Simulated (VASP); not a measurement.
An input for Ansatz (written as the equivalent of a VASP run, and not itself run):

Ansatz 0.2 input:
```yaml
crystal:
  lattice:
    - [0.0000000, 2.5023855, 2.5023855]
    - [2.5023855, 0.0000000, 2.5023855]
    - [2.5023855, 2.5023855, 0.0000000]
  atoms:
    - { symbol: Zr, position: [0.0000000, 0.0000000, 0.0000000] }
    - { symbol: O, position: [0.2500000, 0.2500000, 0.2500000] }
    - { symbol: O, position: [0.7500000, 0.7500000, 0.7500000] }
kpoints:
  mp_grid: { grid: [8, 8, 8] }
hamiltonian:
  xc: pbesol
  pseudopotentials: { kind: paw }
scf:
  occupations: { method: gaussian, width: 0.05 }
  max_iter: 100
relax:
  max_steps: 40
  f_tol: 0.02
  cell: { p_target: 20 }
output: { forces: true, stress: true, eigenvalues: true }
```

Q: Write the VASP files for the same calculation (PBEsol).

A: This is not unique; one that fits is 
**POSCAR**
```
ZrO2
1
    0.0000000000     2.5023854707     2.5023854707
    2.5023854707     0.0000000000     2.5023854707
    2.5023854707     2.5023854707     0.0000000000
Zr O
1 2
Direct
  0.0000000000   0.0000000000   0.0000000000
  0.2500000000   0.2500000000   0.2500000000
  0.7500000000   0.7500000000   0.7500000000
```

KPOINTS:
```
Automatic mesh
0
Gamma
8 8 8
0 0 0
```

### INCAR
```
LCHARG=.FALSE.
ISMEAR=0
LREAL=.FALSE.   # projection in real space or not
SYSTEM=ZrO2
EDIFF=1E-6   # SCF stop (eV)
PSTRESS=200   # kbar
SIGMA=0.05
GGA=PS
ALGO=Normal   # blocked Davidson
LASPH=.TRUE.
ENCUT=620
NSW=40   # most ionic steps
ISIF=3   # ions, shape and volume
LWAVE=.FALSE.
LMAXMIX=4   # l cut-off of mixed one-centre charges
EDIFFG=-0.02
NELM=100
PREC=Accurate
IBRION=2
```

POTCAR, in this order: Zr_sv O (PBE.64 set). Program: vasp_std.

The two are equivalent in intent, not identical: each code has its own PAW files, so the cut-off isn't converted (ENCUT is set for VASP's; basis.ecutwfc is left out, and Ansatz then takes the one that its files recommend); Ansatz stops its SCF on the density residual and VASP on the energy change (EDIFF).

The compound is ZrO2 in the fluorite structure, the high-temperature cubic form, which is unstable at 0 K; the monoclinic form is the stable one. This run relaxes it under an external pressure of 20 GPa. Symmetry was kept, so distortions that lower it aren't found.
